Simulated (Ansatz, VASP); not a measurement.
Ta4Rh: VASP beside Ansatz

The input INCAR:

```
SYSTEM = Ta4Rh
PREC = Accurate ; ENCUT = 520
EDIFF = 1E-6 ; ISMEAR = 0
SIGMA = 0.1 ; LREAL = .FALSE.
LASPH = .TRUE. ; NELM = 60
ALGO = Normal ; ISIF = 2
LWAVE = .FALSE. ; LCHARG = .FALSE.
GGA = PE ; NBANDS = 38
```

File KPOINTS:

```
Automatic mesh
0
G
  4 4 6
  0 0 0
```

File POSCAR:

```
Ta4Rh
1.0
    3.4552841200     -3.6756708200      0.0000000000
    3.4552841200      3.6756708200      0.0000000000
    0.0000000000      0.0000000000      3.0743746800
Ta Rh
4 1
Direct
    0.2796676500      0.2796676500      0.0000000000
    0.1815461400      0.8184538600      0.5000000000
    0.8184538600      0.1815461400      0.5000000000
    0.7203323500      0.7203323500      0.0000000000
    0.0000000000      0.0000000000      0.0000000000
```

Input for Ansatz:

```yaml
crystal:
  lattice:
    - [3.45528412, -3.67567082, 0.0]
    - [3.45528412, 3.67567082, 0.0]
    - [0.0, 0.0, 3.07437468]
  atoms:
    - { symbol: Ta, position: [0.27966765, 0.27966765, 0.0] }
    - { symbol: Ta, position: [0.18154614, 0.81845386, 0.5] }
    - { symbol: Ta, position: [0.81845386, 0.18154614, 0.5] }
    - { symbol: Ta, position: [0.72033235, 0.72033235, 0.0] }
    - { symbol: Rh, position: [0.0, 0.0, 0.0] }
basis:
  ecutwfc: 420
kpoints:
  mp_grid: { grid: [4, 4, 6] }
hamiltonian:
  xc: pbe
scf:
  occupations: { method: gaussian, width: 0.1 }
  lower_state_search: "off"
output:
  forces: true
  stress: true
  eigenvalues: true
```

Change from the starting cell: species swapped into the OsCl4 type (Cmmm, No. 65).

Alike in both runs: task single point; functional PBE; k mesh 4 × 4 × 6; occupations gaussian, width 0.1 eV; no spin polarisation.

|  | VASP | Ansatz |
| --- | --- | --- |
| version | VASP 6.6.1 | Ansatz 0.2.0 |
| potentials or method | VASP PAW PBE potentials, release 64 (Ta_pv, Rh_pv) | scalar-relativistic, plane waves, PAW |
| plane-wave cutoff (eV) | 520 | 420 |
| valence electrons in the cell | 59 | 69 |

|  | VASP | Ansatz | Ansatz less VASP |
| --- | --- | --- | --- |
| gap on the k mesh at the Fermi level (eV) | none | none | - |
| rms of the force components (eV/Å) | 12.629 | 12.454 | -0.1745 |

Atom by atom the forces differ by 0.175 eV/Å (rms over components). A gap of «none» marks a metal or a gap that the smearing closes. The two sets of potentials don't hold the same shells in valence.

Caveats: forces of over 1 eV/Å show positions far from the minimum, so gaps and moduli don't describe the material at rest. Spin-orbit coupling is left out, which matters for the levels of Ta.
